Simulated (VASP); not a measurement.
VASP input:

**KPOINTS**
```
Regular mesh
0
G
12 12 4
```

**POSCAR**
```
Au2Cu2
1
   -0.0000000000     1.9743139710     1.9743139710
    1.9743139710    -0.0000000000     1.9743139710
    7.5860868466     7.5860868466     0.3111690374
Cu Au
2 2
Direct
  0.9775312685   0.9775312685   0.0168515486
  0.0224687315   0.0224687315   0.2331484514
  0.0261707186   0.0261707186   0.4803719610
  0.9738292814   0.9738292814   0.7696280390
```

### INCAR
```
ALGO = Normal
EDIFF = 1E-6
EDIFFG = -0.02
ENCUT = 400
GGA = PS
IBRION = 2
ISIF = 3
ISMEAR = 1
LASPH = .True.
LCHARG = .False.
LMAXMIX = 6
LREAL = .False.
LWAVE = .False.
NELM = 100
NSW = 60
PREC = Accurate
SIGMA = 0.1
SYSTEM = Au2Cu2
```

POTCAR, in this order: Cu Au (PBE.64 set). Program: vasp_std.

Translate this PBEsol calculation to Quantum ESPRESSO's pw.x.

One equivalent input (not run):
```
&CONTROL
  calculation = 'vc-relax'
  pseudo_dir = './pseudo'
  outdir = './out'
  tprnfor = .true.
  tstress = .true.
  nstep = 60
  forc_conv_thr = 0.00078
/
&SYSTEM
  ibrav = 0
  nat = 4
  ntyp = 2
  ecutwfc = 92
  occupations = 'smearing'
  smearing = 'methfessel-paxton'
  degauss = 0.00735
  input_dft = 'pbesol'
/
&ELECTRONS
  conv_thr = 7.3e-08
  electron_maxstep = 100
/
&IONS
/
&CELL
/
ATOMIC_SPECIES
  Cu 63.546 Cu.upf
  Au 196.967 Au.upf
CELL_PARAMETERS angstrom
    -0.0000000    1.9743140    1.9743140
     1.9743140   -0.0000000    1.9743140
     7.5860868    7.5860868    0.3111690
ATOMIC_POSITIONS crystal
  Cu   0.9775313  0.9775313  0.0168515
  Cu   0.0224687  0.0224687  0.2331485
  Au   0.0261707  0.0261707  0.4803720
  Au   0.9738293  0.9738293  0.7696280
K_POINTS automatic
  12 12 4 0 0 0
```
What does not carry over: the potentials are each code's own (VASP's PAW set, PseudoDojo norm-conserving files in pw.x), so ENCUT and ecutwfc are chosen apart and not converted; conv_thr bounds pw.x's estimated SCF error, while EDIFF bounds the energy change between steps; forc_conv_thr acts on force components and is met together with etot_conv_thr.

The structure was generated: Au2Cu2 was put into an ordered model structure (R-3m), which need not be its known phase. This run relaxes it. Symmetry was kept, so distortions that lower it aren't found. The start is the result of an earlier pass.
